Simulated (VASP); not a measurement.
# HfTeSe5 (P4/mmm) in VASP: single point with r2SCAN

Aim: the single point of HfTeSe5 with r2SCAN.

Program: VASP 6.6.1. These are calculated values, not measurements. Logs are shortened: lines on timing, memory, paths and dates and some standing lists are left out, and cuts for length are marked.

## (1) Starting point

It takes space group P4/mmm (No. 123, tetragonal). The conventional cell has a = 4.091 Å, b = 4.091 Å, c = 11.913 Å, α = 90.00°, β = 90.00°, γ = 90.00°. Hf (site symmetry 4/mmm) has 8 Se at 2.77 Å as nearest neighbours. Te (site symmetry 4/mmm) has 4 Se at 2.89 Å as nearest neighbours. Se (site symmetry 2mm) has 2 Hf at 2.77 Å and 4 Se at 2.89 Å as nearest neighbours. Around Se (site symmetry 4/mmm) lie 4 Te at 2.89 Å.

The cell was built by a generator and needn't be a form met in nature.

## (2) Single point, r2SCAN

File INCAR:

```
SYSTEM = HfTeSe5
  PREC = Accurate
  ENCUT = 520
  EDIFF = 1E-6
  ISMEAR = 0
  SIGMA = 0.1
  LREAL = .FALSE.
  LASPH = .TRUE.
  NELM = 150
  ALGO = Normal
  ISIF = 2
  LWAVE = .FALSE.
  LCHARG = .FALSE.
  METAGGA = R2SCAN
  LMIXTAU = .TRUE.
  KPAR = 4
```

File KPOINTS:

```
Automatic mesh
0
G
  8 8 4
  0 0 0
```

File POSCAR:

```
HfTeSe5
1.0
    4.0911700000      0.0000000000      0.0000000000
    0.0000000000      4.0911700000      0.0000000000
    0.0000000000      0.0000000000     11.9132900000
Hf Te Se
1 1 5
Direct
    0.0000000000      0.0000000000      0.5000000000
    0.5000000000      0.5000000000      0.0000000000
    0.0000000000      0.5000000000      0.3434220000
    0.0000000000      0.5000000000      0.6565780000
    0.5000000000      0.0000000000      0.3434220000
    0.5000000000      0.0000000000      0.6565780000
    0.0000000000      0.0000000000      0.0000000000
```

Potentials or basis: VASP PAW PBE potentials, release 64 (Hf_pv, Te, Se).

Run with:

```sh
cat potpaw_PBE.64/Hf_pv/POTCAR potpaw_PBE.64/Te/POTCAR potpaw_PBE.64/Se/POTCAR > POTCAR
mpirun -np 4 vasp_std > vasp.out
```

OUTCAR:

```text
SYSTEM = HfTeSe5
   PREC = Accurate
   ENCUT = 520
   EDIFF = 1E-6
   ISMEAR = 0
   LREAL = .FALSE.
   LASPH = .TRUE.
   NELM = 150
   ISIF = 2
   METAGGA = R2SCAN

 ion  position               nearest neighbor table
   1  0.000  0.000  0.500-   3 2.77   4 2.77   5 2.77   6 2.77   3 2.77   4 2.77   5 2.77   6 2.77

   2  0.500  0.500  0.000-   7 2.89   7 2.89   7 2.89   7 2.89
   3  0.000  0.500  0.343-   1 2.77   1 2.77
   4  0.000  0.500  0.657-   1 2.77   1 2.77
   5  0.500  0.000  0.343-   1 2.77   1 2.77
   6  0.500  0.000  0.657-   1 2.77   1 2.77
   7  0.000  0.000  0.000-   2 2.89   2 2.89   2 2.89   2 2.89

  LATTYP: Found a simple tetragonal cell.
 ALAT       =     4.0911700000
 C/A-ratio  =     2.9119518377

  Lattice vectors:

 A1 = (   4.0911700000,   0.0000000000,   0.0000000000)
 A2 = (   0.0000000000,   4.0911700000,   0.0000000000)
 A3 = (   0.0000000000,   0.0000000000,  11.9132900000)

Analysis of symmetry for initial positions (statically):
=====================================================================
 Subroutine PRICEL returns:
 Original cell was already a primitive cell.

 Routine SETGRP: Setting up the symmetry group for a
 simple tetragonal supercell.

 Subroutine GETGRP returns: Found 16 space group operations
 (whereof 16 operations were pure point group operations)
 out of a pool of 16 trial point group operations.

The static configuration has the point symmetry D_4h.

Analysis of symmetry for dynamics (positions and initial velocities):
=====================================================================
 Subroutine PRICEL returns:
 Original cell was already a primitive cell.

 Routine SETGRP: Setting up the symmetry group for a
 simple tetragonal supercell.

 Subroutine GETGRP returns: Found 16 space group operations
 (whereof 16 operations were pure point group operations)
 out of a pool of 16 trial point group operations.

The dynamic configuration has the point symmetry D_4h.

 Subroutine INISYM returns: Found 16 space group operations
 (whereof 16 operations are pure point group operations),
 and found     1 'primitive' translations

----------------------------------------------------------------------------------------

                                     Primitive cell

  volume of cell :     199.4007

[... 96 lines left out ...]
   ENCUT  =  520.0 eV  38.22 Ry    6.18 a.u.   7.61  7.61 22.15*2*pi/ulx,y,z
   NELM   =    150;   NELMIN=  2; NELMDL= -5     # of ELM steps
   EDIFF  = 0.1E-05   stopping-criterion for ELM
   LREAL  =      F    real-space projection
   EDIFFG = 0.1E-04   stopping-criterion for IOM
   NSW    =      0    number of steps for IOM
   IBRION =     -1    ionic relax: 0-MD 1-quasi-New 2-CG
   NFREE  =      0    steps in history (QN), initial steepest desc. (CG)
   ISIF   =      2    stress and relaxation
   ISYM   =      2    0-nonsym 1-usesym 2-fastsym
   POTIM  = 0.5000    time-step for ionic-motion
   TEBEG  =    0.0;   TEEND  =   0.0 temperature during run
   PSTRESS=    0.0 pullay stress
   NELECT =      46.0000    total number of electrons
   NUPDOWN=      -1.0000    fix difference up-down
   EMIN   =  10.00;   EMAX   =-10.00  energy-range for DOS
   EFERMI =   0.00;   METHOD = LEGACY
   ISMEAR =     0;   SIGMA  =   0.10  broadening in eV -4-tet -1-fermi 0-gaus
   EFERMI_NEDOS =   21; number of points for ismear=-14 and -15
   IALGO  =     38    algorithm
   IMIX   =      4    mixing-type and parameters
     AMIX     =   0.40;   BMIX     =  1.00
     AMIX_MAG =   1.60;   BMIX_MAG =  1.00
  volume/ion in A,a.u.               =      28.49       192.23
  Fermi-wavevector in a.u.,A,eV,Ry     =   1.004042  1.897364 13.716036  1.008100
  Thomas-Fermi vector in A             =   2.136632
   LORBIT       =      0    0 simple, 1 ext, 2 COOP (PROOUT), +10 PAW based schemes
   METAGGA = R2SCAN    functional components
   LHFCALC =     F    Hartree Fock is set to
   AEXX    =    0.0000 exact exchange contribution
   IVDW    =     0    specifies the selected vdW correction
   LEPSILON=     F    determine dielectric tensor
   LRPA    =     F    only Hartree local field effects (RPA)
 non-spin polarized calculation
 Gauss-broadening in eV      SIGMA  =   0.10
  energy-cutoff  :      520.00
  volume of cell :      199.40
 maximum number of plane-waves:      5401
   NGX = 15   NGY = 15   NGZ = 45

 number of electron      46.0000008 magnetization

 Free energy of the ion-electron system (eV)
  ---------------------------------------------------
  ext. energy  EPLUGINS =         0.00000000
  ---------------------------------------------------
  free energy    TOTEN  =      -144.44882384 eV

  energy without entropy =     -144.42732317  energy(sigma->0) =     -144.43807350

 E-fermi :   3.0631     XC(G=0):  -9.3841

 val. band max:        3.0603530991   @ k =   0.3750   0.1250   0.2500
 cond. band min:       3.0691189995   @ k =   0.3750   0.1250   0.5000
 fundamental gap:      0.0087659004
 Fermi energy:         3.0630578768

 k-point     1 :       0.0000    0.0000    0.0000
  band No.  band energies     occupation
      1     -30.0678      2.00000
      2     -30.0632      2.00000
      3     -30.0632      2.00000
      4     -12.6954      2.00000
      5     -12.1571      2.00000
      6     -11.4255      2.00000
[... 709 lines left out ...]
     26       3.7523      0.00000
     27       4.2522      0.00000

 [... further k-points ...]
[... 5 lines left out ...]
  --------------------------------------------------------------------------------------
  -------------------------------------------------------------------------------------
  Total       -0.8974944     -0.8974944     -2.1807551      0.0000000     -0.0000000      0.0000000
  in kB       -7.2113335     -7.2113335    -17.5222837      0.0000000     -0.0000000      0.0000000
  external PRESSURE =     -10.6483169 kB  Pullay stress =       0.0000000 kB

 VOLUME and BASIS-vectors are now :
 -----------------------------------------------------------------------------
  energy-cutoff  :      520.00
  volume of cell :      199.40
      direct lattice vectors                 reciprocal lattice vectors
     4.091170000  0.000000000  0.000000000     0.244428855  0.000000000  0.000000000
     0.000000000  4.091170000  0.000000000     0.000000000  0.244428855  0.000000000
     0.000000000  0.000000000 11.913290000     0.000000000  0.000000000  0.083939869

 POSITION                                       TOTAL-FORCE (eV/Angst)
 -----------------------------------------------------------------------------------
      0.00000      0.00000      5.95664         0.000000     -0.000000      0.000000
      2.04558      2.04558      0.00000         0.000000     -0.000000      0.000000
      0.00000      2.04558      4.09129         0.000000      0.000000      0.161865
      0.00000      2.04558      7.82200         0.000000      0.000000     -0.161865
      2.04558      0.00000      4.09129        -0.000000      0.000000      0.161865
      2.04558      0.00000      7.82200         0.000000     -0.000000     -0.161865
      0.00000      0.00000      0.00000         0.000000     -0.000000      0.000000
 -----------------------------------------------------------------------------------
    total drift:                                0.000000      0.000000      0.000000

  FREE ENERGIE OF THE ION-ELECTRON SYSTEM (eV)
  ---------------------------------------------------
  free  energy   TOTEN  =      -144.4488238360 eV

  energy  without entropy=     -144.4273231665  energy(sigma->0) =     -144.43807350
```

OSZICAR:

```text
N       E                     dE             d eps       ncg     rms          rms(c)
DAV:   1     0.147692020101E+03    0.14769E+03   -0.20651E+04  2470   0.149E+03
DAV:   2    -0.129974851645E+03   -0.27767E+03   -0.27124E+03  3038   0.271E+02
[... 11 lines left out ...]
DAV:  14    -0.144448681431E+03   -0.91807E-03   -0.74198E-04  2605   0.232E-01    0.124E-01
DAV:  15    -0.144448676078E+03    0.53526E-05   -0.26184E-04  2590   0.130E-01    0.253E-02
DAV:  16    -0.144448816747E+03   -0.14067E-03   -0.16426E-04  2568   0.109E-01    0.113E-02
DAV:  17    -0.144448823297E+03   -0.65494E-05   -0.10486E-05  2942   0.268E-02    0.915E-03
DAV:  18    -0.144448822245E+03    0.10519E-05   -0.37671E-06  2438   0.133E-02    0.391E-03
DAV:  19    -0.144448824039E+03   -0.17939E-05   -0.96389E-07  1425   0.881E-03    0.277E-03
DAV:  20    -0.144448823836E+03    0.20271E-06   -0.27115E-07  1413   0.418E-03
   1 F= -.14444882E+03 E0= -.14443807E+03  d E =-.215007E-01
```

Wall time 3.2 min (4 MPI ranks of Intel Xeon 6975P-C (Granite Rapids), shared host); peak memory 0.47 GiB.

What came out:

```yaml
Free_energy: -144.4488 eV
Pressure: -1.1 GPa
Largest_force: 0.162 eV/Å
```

Forces in eV/Å, atoms in the order of the input:
```
Hf   0.000  0.000  0.000
Te   0.000  0.000  0.000
Se   0.000  0.000  0.162
Se   0.000  0.000 -0.162
Se   0.000  0.000  0.162
Se   0.000  0.000 -0.162
Se   0.000  0.000  0.000
```

Levels at points of the mesh, in eV from the Fermi level:
| k point | band 19 | band 20 | band 21 | band 22 | band 23 | band 24 | band 25 | band 26 | band 27 |
| --- | --- | --- | --- | --- | --- | --- | --- | --- | --- |
| (0.00, 0.00, 0.00) | -2.70 | -0.14 | 0.07 | 0.72 | 0.72 | 0.99 | 1.57 | 1.57 | 1.66 |
| (0.50, 0.00, 0.00) | -2.09 | -2.07 | -1.93 | -1.78 | -1.40 | -1.18 | -0.85 | -0.80 | -0.79 |
| (0.50, 0.50, 0.00) | -2.71 | -1.39 | -0.80 | 0.38 | 0.67 | 2.22 | 2.69 | 3.19 | 3.34 |
| (0.00, 0.00, 0.50) | -2.90 | -0.15 | 0.11 | 0.72 | 0.72 | 1.02 | 1.57 | 1.57 | 1.66 |
| (0.50, 0.00, 0.50) | -2.08 | -1.94 | -1.93 | -1.75 | -1.75 | -1.23 | -0.85 | -0.79 | -0.76 |
| (0.50, 0.50, 0.50) | -2.69 | -1.40 | -0.84 | 0.38 | 0.74 | 2.23 | 2.69 | 3.19 | 3.34 |

Caveat: the bands computed are all filled at some k points, so no gap is given; the PAW data sets were made with another functional, which shifts forces and pressure a little. The run has no spin-orbit coupling, so splittings on Hf, Te are missing.
